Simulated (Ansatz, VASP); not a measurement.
# Cross-check of RbMnF3 between VASP and Ansatz, part 2 of 2

Wanted: the spread between two codes on one cell, functional and k mesh. The cell is taken from a series of runs on this material, whose earlier steps may have relaxed, scaled, displaced or heated it; both programs get it as it stands.

VASP 6.6.1 and Ansatz 0.2.0.

So far: The starting structure; Ansatz: relaxation of cell and atoms, PBEsol.

**3. VASP: relaxation of cell and atoms, PBEsol**

Level of this step: PBEsol, spin-polarised from an antiferromagnetic start; plane waves and PAW (Rb_sv, Mn_pv, F) (VASP).

The same cell, functional, mesh and smearing now go to VASP, with its own data sets.

Lines of VASP's logs that name or quote its potential files are left out, and so is its time.

File INCAR:

```
SYSTEM = RbMnF3
PREC = Accurate
ENCUT = 600
EDIFF = 1E-07
NELM = 200
ISMEAR = 0
SIGMA = 0.02
LREAL = .FALSE.
ALGO = Normal
GGA = PS
NBANDS = 58
ISPIN = 2
MAGMOM = 0 0 4.1 -4.1 -0 -0 -0 -0 -0 -0
LASPH = .TRUE.
LMAXMIX = 4
LORBIT = 11
LWAVE = .FALSE.
LCHARG = .FALSE.
ISIF = 3
IBRION = 2
NSW = 80
EDIFFG = -0.005
GGA_COMPAT = .FALSE.
NELMIN = 4
KPAR = 2
```

File POSCAR:

```
RbMnF3
1.0
    4.2082100000      4.2082100000      0.0000000000
    4.2082100000      0.0000000000      4.2082100000
    4.2082100000      0.0000000000     -4.2082100000
Rb Mn F
2 2 6
Direct
    0.0000000000      0.0000000000      0.0000000000
    0.0000000000      0.5000000000      0.5000000000
    0.5000000000      0.2500000000      0.7500000000
    0.5000000000      0.7500000000      0.2500000000
    0.0000000000      0.5000000000      0.0000000000
    0.0000000000      0.0000000000      0.5000000000
    0.5000000000      0.0000000000      0.0000000000
    0.5000000000      0.5000000000      0.5000000000
    0.5000000000      0.0000000000      0.5000000000
    0.5000000000      0.5000000000      0.0000000000
```

File KPOINTS:

```
Automatic mesh
0
Gamma
8 8 8
0 0 0
```

Potentials, in the order of the species: Rb_sv, Mn_pv and F (PBE family, release 64).

On the command line:

```bash
$ mpirun -np 2 vasp_std
```

Numbers of over 12 decimals in the logs are rounded to 6 here.

The log of the run:

```text
[banner, memory and clock lines left out]
running    2 mpi-ranks, on    1 nodes
 distrk:  each k-point on    1 cores,    2 groups
 distr:  one band on    1 cores,    1 groups

 POSCAR found type information on POSCAR RbMnF
 POSCAR found :  3 types and      10 ions
|                                                                             |
|               ----> ADVICE to this user running VASP <----                  |
|                                                                             |
|     You enforced a specific xc type in the INCAR file but a different       |
|     [... a line on the potential file left out ...]
|     I HOPE YOU KNOW WHAT YOU ARE DOING!                                     |
|                                                                             |

 LDA part: xc-table for (Slater+PW92), standard interpolation
 POSCAR, INCAR and KPOINTS ok, starting setup
 FFT: planning ... GRIDC
 FFT: planning ... GRID_SOFT
 FFT: planning ... GRID
 WAVECAR not read
 entering main loop
       N       E                     dE             d eps       ncg     rms          rms(c)
DAV:   1     0.102364537064E+04    0.10236E+04   -0.50541E+04  6744   0.174E+03
DAV:   2     0.365742245076E+02   -0.98707E+03   -0.93198E+03  7182   0.464E+02
DAV:   3    -0.599287135836E+02   -0.96503E+02   -0.95422E+02  7586   0.157E+02
DAV:   4    -0.632507171008E+02   -0.33220E+01   -0.33083E+01  9222   0.261E+01
DAV:   5    -0.633395924791E+02   -0.88875E-01   -0.88822E-01  9656   0.384E+00    0.222E+01
DAV:   6    -0.584288710131E+02    0.49107E+01   -0.25061E+01  8576   0.302E+01    0.169E+01
DAV:   7    -0.585119492167E+02   -0.83078E-01   -0.22730E+00  7394   0.835E+00    0.115E+01
DAV:   8    -0.584507420933E+02    0.61207E-01   -0.25588E-01  8136   0.303E+00    0.557E+00
DAV:   9    -0.584809866875E+02   -0.30245E-01   -0.54430E-02  7716   0.178E+00    0.907E-01
DAV:  10    -0.584807435888E+02    0.24310E-03   -0.19910E-02  8056   0.624E-01    0.189E-01
DAV:  11    -0.584811481861E+02   -0.40460E-03   -0.11429E-03  8706   0.209E-01    0.102E-01
DAV:  12    -0.584814026066E+02   -0.25442E-03   -0.22348E-04  8304   0.733E-02    0.382E-02
DAV:  13    -0.584814436720E+02   -0.41065E-04   -0.37469E-05  7718   0.392E-02    0.197E-02
DAV:  14    -0.584814495828E+02   -0.59107E-05   -0.56893E-06  8392   0.122E-02    0.828E-03
DAV:  15    -0.584814506962E+02   -0.11134E-05   -0.17189E-06  7672   0.828E-03    0.310E-03
DAV:  16    -0.584814507509E+02   -0.54679E-07   -0.39062E-07  8464   0.371E-03
   1 F= -.58481451E+02 E0= -.58481451E+02  d E =-.584815E+02  mag=    -0.0000
 curvature:   0.00 expect dE= 0.000E+00 dE for cont linesearch  0.000E+00
 trial: gam= 0.00000 g(F)=  0.383E-57 g(S)=  0.788E-04 ort = 0.000E+00 (trialstep = 0.100E+01)
 search vector abs. value=  0.788E-04
 bond charge predicted
       N       E                     dE             d eps       ncg     rms          rms(c)
DAV:   1    -0.584825604296E+02   -0.11097E-02   -0.21313E-02  7480   0.895E-01    0.276E-01
DAV:   2    -0.584815434325E+02    0.10170E-02   -0.33853E-03  7500   0.297E-01    0.149E-01
DAV:   3    -0.584815102667E+02    0.33166E-04   -0.23156E-04  7612   0.100E-01    0.563E-02
DAV:   4    -0.584814944578E+02    0.15809E-04   -0.30386E-05  8232   0.219E-02    0.335E-02
DAV:   5    -0.584814913873E+02    0.30705E-05   -0.10481E-05  9776   0.149E-02    0.118E-02
DAV:   6    -0.584814915509E+02   -0.16364E-06   -0.62328E-07  8824   0.569E-03    0.372E-03
DAV:   7    -0.584814920050E+02   -0.45405E-06   -0.18537E-07  6394   0.228E-03    0.127E-03
DAV:   8    -0.584814920514E+02   -0.46406E-07   -0.26814E-08  4196   0.106E-03
   2 F= -.58481492E+02 E0= -.58481492E+02  d E =-.413005E-04  mag=    -0.0000
 trial-energy change:   -0.000041  1 .order   -0.000044   -0.000079   -0.000008
 step:   1.1501(harm=  1.1173)  dis= 0.00000  next Energy=   -58.481493 (dE=-0.419E-04)
 reached required accuracy - stopping structural energy minimisation
```

Parts of OUTCAR (step 3):

```text
ion  position               nearest neighbor table
   1  0.000  0.000  0.000-   5 2.98   6 2.98   7 2.98   6 2.98   9 2.98   5 2.98  10 2.98   8 2.98
                             7 2.98   8 2.98   9 2.98  10 2.98   3 3.64   4 3.64   3 3.64   4 3.64
   2  0.000  0.500  0.500-   5 2.98   6 2.98   8 2.98   5 2.98  10 2.98   6 2.98   9 2.98   7 2.98
                             7 2.98   8 2.98   9 2.98  10 2.98   4 3.64   3 3.64   4 3.64   3 3.64
   3  0.500  0.250  0.750-   6 2.10   7 2.10   8 2.10   9 2.10  10 2.10   5 2.10   1 3.64   2 3.64
                             1 3.64   2 3.64   1 3.64   2 3.64   2 3.64   1 3.64
   4  0.500  0.750  0.250-   5 2.10   7 2.10   8 2.10   9 2.10  10 2.10   6 2.10   2 3.64   1 3.64
                             2 3.64   1 3.64   2 3.64   1 3.64   2 3.64   1 3.64
   5  0.000  0.500  0.000-   3 2.10   4 2.10   1 2.98   2 2.98   1 2.98   2 2.98
   6  0.000  0.000  0.500-   4 2.10   3 2.10   1 2.98   1 2.98   2 2.98   2 2.98
   7  0.500  0.000  0.000-   3 2.10   4 2.10   1 2.98   2 2.98   1 2.98   2 2.98
   8  0.500  0.500  0.500-   3 2.10   4 2.10   2 2.98   1 2.98   1 2.98   2 2.98
   9  0.500  0.000  0.500-   3 2.10   4 2.10   1 2.98   2 2.98   1 2.98   2 2.98
  10  0.500  0.500  0.000-   3 2.10   4 2.10   2 2.98   1 2.98   1 2.98   2 2.98

  LATTYP: Found a face centered cubic cell.
 ALAT       =     8.4164200000

 Subroutine GETGRP returns: Found 48 space group operations
 (whereof 48 operations were pure point group operations)

The static configuration has the point symmetry O_h .

 Found     29 irreducible k-points:

   k-points           NKPTS =     29   k-points in BZ     NKDIM =     29   number of bands    NBANDS=     58

   dimension x,y,z NGX =    48 NGY =   48 NGZ =   48
   dimension x,y,z NGXF=    96 NGYF=   96 NGZF=   96

   ENCUT  =  600.0 eV  44.10 Ry    6.64 a.u.  11.89 11.89 11.89*2*pi/ulx,y,z

   NELECT =      86.0000    total number of electrons

 k-points in reciprocal lattice and weights: Automatic mesh
   0.00000000  0.00000000  0.00000000       0.002
   0.12500000  0.00000000  0.00000000       0.012
   0.25000000  0.00000000  0.00000000       0.012
   0.37500000  0.00000000  0.00000000       0.012
   0.50000000  0.00000000  0.00000000       0.006
   0.00000000  0.12500000  0.00000000       0.016
   0.25000000  0.12500000  0.00000000       0.047
   0.37500000  0.12500000  0.00000000       0.047
   0.50000000  0.12500000  0.00000000       0.047
[...]
-0.25000000  0.37500000  0.12500000       0.047
  -0.25000000  0.25000000  0.25000000       0.012

 average (electrostatic) potential at core
       1 -35.7380       2 -35.7380       3 -71.0824       4 -71.0824       5 -77.1859
       6 -77.1859       7 -77.1859       8 -77.1859       9 -77.1859      10 -77.1859

 E-fermi :   2.5377

 spin component 1
 k-point     1 :       0.0000    0.0000    0.0000
  band No.  band energies     occupation
    ...
     39       0.9468      1.00000
     40       0.9468      1.00000
     41       0.9468      1.00000
     42       2.1033      1.00000
     43       2.1033      1.00000
     44       4.9147      0.00000
     45       5.1506      0.00000
     46       5.1506      0.00000
     47       5.1506      0.00000
     48       6.4368      0.00000
    ...

 k-point     2 :       0.1250    0.0000    0.0000
  band No.  band energies     occupation
    ...
     39       0.9467      1.00000
     40       0.9786      1.00000
     41       0.9786      1.00000
     42       2.1042      1.00000
     43       2.1523      1.00000
     44       5.1471      0.00000
     45       5.1471      0.00000
     46       5.1546      0.00000
     47       5.1877      0.00000
     48       6.3207      0.00000
    ...

 k-point     3 :       0.2500    0.0000    0.0000
  band No.  band energies     occupation
    ...
     39       0.9465      1.00000
     40       1.0447      1.00000
     41       1.0447      1.00000
     42       2.1063      1.00000
     43       2.1666      1.00000
     44       5.1551      0.00000
     45       5.1551      0.00000
     46       5.1644      0.00000
     47       5.7360      0.00000
     48       6.2749      0.00000
    ...

 k-point     4 :       0.3750    0.0000    0.0000
  band No.  band energies     occupation
    ...
     39       0.9465      1.00000
     40       1.0974      1.00000
     41       1.0974      1.00000
     42       2.0520      1.00000
     43       2.1082      1.00000
     44       5.1744      0.00000
     45       5.1827      0.00000
     46       5.1827      0.00000
     47       5.7131      0.00000
     48       6.4590      0.00000
    ...

 k-point     5 :       0.5000    0.0000    0.0000
  band No.  band energies     occupation
    ...
     39       0.9465      1.00000
     40       1.1158      1.00000
     41       1.1158      1.00000
     42       1.9682      1.00000
     43       2.1089      1.00000
     44       5.1787      0.00000
     45       5.1991      0.00000
     46       5.1991      0.00000
     47       5.6608      0.00000
     48       6.4616      0.00000
    ...

 k-point     6 :       0.0000    0.1250    0.0000
  band No.  band energies     occupation
    ...
     39       0.9603      1.00000
     40       0.9643      1.00000
     41       0.9643      1.00000
     42       2.1275      1.00000
     43       2.1275      1.00000
     44       5.1222      0.00000
     45       5.1460      0.00000
     46       5.1504      0.00000
     47       5.1504      0.00000
     48       6.3928      0.00000
    ...

  Total       -0.0077476     -0.0077476     -0.0077476      0.0000000      0.0000000      0.0000000
  in kB       -0.0833718     -0.0833718     -0.0833718      0.0000000      0.0000000      0.0000000
  external PRESSURE =      -0.0833718 kB  Pullay stress =       0.0000000 kB

  energy-cutoff  :      600.00
  volume of cell :      148.89
      direct lattice vectors                 reciprocal lattice vectors
     4.206712060  4.206712060 -0.000000000     0.000000000  0.237715343  0.000000000
     4.206712060 -0.000000000  4.206712060     0.118857671 -0.118857671  0.118857671
     4.206712060 -0.000000000 -4.206712060     0.118857671 -0.118857671 -0.118857671

 POSITION                                       TOTAL-FORCE (eV/Angst)
 -----------------------------------------------------------------------------------
      8.41342      4.20671     -4.20671         0.000000     -0.000000     -0.000000
      8.41342      4.20671      0.00000        -0.000000     -0.000000      0.000000
      6.31007      2.10336     -2.10336         0.000000     -0.000000      0.000000
      6.31007      2.10336      2.10336        -0.000000     -0.000000     -0.000000
     10.51678      4.20671     -2.10336         0.000000      0.000000      0.000000
     10.51678      4.20671      2.10336        -0.000000      0.000000     -0.000000
      6.31007      2.10336      4.20671         0.000000     -0.000000     -0.000000
      6.31007      2.10336      0.00000        -0.000000      0.000000      0.000000
      4.20671      2.10336     -2.10336        -0.000000      0.000000     -0.000000
      4.20671      2.10336      2.10336         0.000000     -0.000000     -0.000000
 -----------------------------------------------------------------------------------
    total drift:                                0.000000      0.000000      0.000000

  FREE ENERGIE OF THE ION-ELECTRON SYSTEM (eV)
  ---------------------------------------------------
  free  energy   TOTEN  =       -58.4814920514 eV

  energy  without entropy=      -58.4814920514  energy(sigma->0) =      -58.48149205

 reached required accuracy - stopping structural energy minimisation

 total charge
# of ion       s       p       d       tot
------------------------------------------
    1        1.935   5.359   0.024   7.318
    2        1.935   5.359   0.024   7.318
    3        0.174   6.162   4.982  11.318
    4        0.174   6.162   4.982  11.318
    5        1.727   4.348   0.000   6.075
    6        1.727   4.348   0.000   6.075
    7        1.727   4.348   0.000   6.075
    8        1.727   4.348   0.000   6.075
    9        1.727   4.348   0.000   6.075
   10        1.727   4.348   0.000   6.075
--------------------------------------------------
tot         14.581  49.130  10.013  73.723

 magnetization (x)
# of ion       s       p       d       tot
------------------------------------------
    1        0.000   0.000   0.000   0.000
    2        0.000   0.000   0.000   0.000
    3        0.012   0.015   4.452   4.479
    4       -0.012  -0.015  -4.452  -4.479
    5        0.000   0.000   0.000   0.000
    6        0.000   0.000   0.000   0.000
    7        0.000   0.000   0.000   0.000
    8        0.000   0.000   0.000   0.000
    9        0.000   0.000   0.000   0.000
   10        0.000   0.000   0.000   0.000
--------------------------------------------------
tot          0.000   0.000   0.000   0.000

[... 1 further part left out ...]
```

**4. Differences**

Known differences besides the potentials themselves: VASP starts from the moments at which Ansatz ended; the data sets hold 90 valence electrons in Ansatz (on its PAW soft_1 files) and 86 in VASP; the cutoff is 420 eV in Ansatz and 600 eV in VASP; Ansatz makes its cores anew for this functional, VASP keeps those of its PBE data sets; Ansatz adds a Pulay correction to the stress that steers its cell, VASP none; site moments are counted in spheres of each program's own size. Total energies have different zeros and are not compared.

Both answers:

```
                                         quantity  Ansatz    VASP  difference
                                      volume (Å³)  149.05  148.89     +0.11 %
edge a after relaxation, in the typed setting (Å)   5.951   5.949     +0.04 %
                               moment on Mn4 (μB)   -4.10   -4.48       +0.38
                               moment on Mn3 (μB)    4.10    4.48       -0.38
```

**5. Outcome**

```json
{
 "difference in volume (relaxation of cell and atoms, PBEsol)": "0.11 %"
}
```

In words: The difference in volume is 0.11 % (relaxation of cell and atoms, PBEsol), within the 1.2 % picked in this series as the mark of a large difference, as far as the stopping tolerances let one tell. The data sets hold unlike numbers of valence electrons (90 in Ansatz and 86 in VASP), so part of the differences comes from the potentials. 1 further run of this series is not shown here. Such differences can come from data sets, numerical settings and the points named under the comparisons, not from the functional's error against experiment.

[Lines on the potential files, build, host, timing and source positions are cut from VASP's logs without a mark.]

[Logs are printed without paths, hosts, clocks, repeated set-up lines and the standing remarks that a program may print on its own settings, such as how far it seeks lower states.]

[Hosts, paths, dates, database ids (printed as entryN), source tags and the programs' standing remarks are cut or masked in the printed files.]
